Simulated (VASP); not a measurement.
# CdZn$_{3}$S$_{4}$ (ordered alloy cell): computed properties

Computed with PBEsol GGA, VASP's PBE PAW potentials (set 64) (plane waves; VASP).

For CdZn3S4, the space group comes out as Pm (6). The cell is a = 6.3415 Å, b = 3.8476 Å, c = 6.7188 Å, α = γ = 90.00°, β = 90.11° and the volume per atom comes out as 20.49 Å^3/atom. The band gap (over mesh and band path) is 1.69 eV. The smallest direct gap (over mesh and band path) comes out as 1.69 eV and the band-edge character is direct, Γ to Γ. The density is 4.42 g/cm³.

CdZn$_{3}$S$_{4}$ is modelled in the monoclinic space group Pm (No. 6), Pearson symbol mP8. Conventional cell: a = 6.341 Å, b = 3.848 Å, c = 6.719 Å, α = 90.00°, β = 90.11°, γ = 90.00°. Zn1 on 1a is coordinated by 4 S at 2.333–2.354 Å (tetrahedral). Zn2 on 1b sees 4 S at 2.292–2.336 Å (tetrahedral). Zn3 on 1b sees 4 S at 2.309–2.352 Å (tetrahedral). S1 on 1a sees 3 Zn at 2.324–2.333 Å and 1 Cd at 2.488 Å (tetrahedral). S2 on 1b is surrounded by 4 Zn at 2.336–2.354 Å (tetrahedral). S3 on 1b sees 2 Zn at 2.292–2.309 Å and 2 Cd at 2.479 Å (tetrahedral). S4 on 1a has 3 Zn at 2.342–2.349 Å and 1 Cd at 2.504 Å (tetrahedral). Cd on 1a has 4 S at 2.479–2.504 Å (tetrahedral). (Neighbours: up to the widest gap in distance over summed covalent radii, below 1.35, at either atom; cation-cation and far metal-metal contacts left out.)

The structure was generated: CdZn3S4 was put into an ordered model structure (Pm), which need not be its known phase. It was relaxed first. Symmetry was kept, so distortions that lower it aren't found.
